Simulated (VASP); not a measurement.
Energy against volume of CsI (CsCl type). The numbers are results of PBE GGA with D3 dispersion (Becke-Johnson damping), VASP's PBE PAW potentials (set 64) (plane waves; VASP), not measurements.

| V (Å³/atom) | E (eV/atom) |
|---|---|
| 44.859 | -2.94691 |
| 46.290 | -2.95225 |
| 47.722 | -2.95372 |
| 49.154 | -2.95196 |
| 50.585 | -2.94752 |

Fit a third-order Birch-Murnaghan equation of state.

```json
{
 "volume_per_atom": "47.61 Å³/atom",
 "bulk_modulus": "12.1 GPa",
 "pressure_derivative_of_the_bulk_modulus": "5.10",
 "lattice_constant_a": "0.4567 nm"
}
```

The compound is CsI in the CsCl type structure. It was relaxed first.
